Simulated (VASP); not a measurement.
An input for Quantum ESPRESSO's pw.x (written as the equivalent of a VASP run, and not itself run):

```
&CONTROL
  calculation = 'scf'
  pseudo_dir = './pseudo'
  outdir = './out'
  tprnfor = .true.
  tstress = .true.
/
&SYSTEM
  ibrav = 0
  nat = 2
  ntyp = 1
  ecutwfc = 80
  occupations = 'tetrahedra'
  input_dft = 'pbe'
  vdw_corr = 'grimme-d3'
  dftd3_version = 3
  dftd3_threebody = .false.
/
&ELECTRONS
  conv_thr = 7.3e-09
  electron_maxstep = 100
/
ATOMIC_SPECIES
  Sb 121.760 Sb.upf
CELL_PARAMETERS angstrom
     3.9480648   -2.1836174   -0.0204774
     3.9480648    2.1836174   -0.0204774
     2.7589589    0.0000000    3.5698689
ATOMIC_POSITIONS crystal
  Sb   0.2342755  0.2342755  0.2342755
  Sb   0.7657245  0.7657245  0.7657245
K_POINTS automatic
  8 8 8 0 0 0
```

**Question.** Write the VASP files for the same calculation (PBE-D3 (zero damping)).

**Answer.** One answer among several that fit: 
INCAR:
```
LMAXMIX=4   ! l cut-off of mixed one-centre charges
ISIF=2
LCHARG=.TRUE.
SYSTEM=Sb
LWAVE=.FALSE.
LREAL=.FALSE.   ! projection in real space or not
NELM=100
LORBIT=11
GGA=PE   ! PBE
PREC=Accurate
EDIFF=1E-7   ! SCF stop (eV)
ALGO=Normal   ! blocked Davidson
ENCUT=520
IVDW=11   ! D3, zero damping
NEDOS=601
ISMEAR=-5   ! tetrahedra, Bloechl
LASPH=.TRUE.
```

**KPOINTS**
```
Automatic mesh
0
Gamma
8 8 8
0 0 0
```

File POSCAR:
```
Sb
1
    3.9480647754    -2.1836173950    -0.0204774384
    3.9480647754     2.1836173950    -0.0204774384
    2.7589589475     0.0000000000     3.5698688548
Sb
2
Direct
  0.2342755400   0.2342755400   0.2342755400
  0.7657244600   0.7657244600   0.7657244600
```

POTCAR, in this order: Sb (PBE.64 set). Program: vasp_std.

What does not carry over: the potentials are each code's own (VASP's PAW set, PseudoDojo norm-conserving files in pw.x), so ENCUT and ecutwfc are chosen apart and not converted; conv_thr bounds pw.x's estimated SCF error, while EDIFF bounds the energy change between steps.

The compound is Sb in the a7 structure. It was relaxed first.
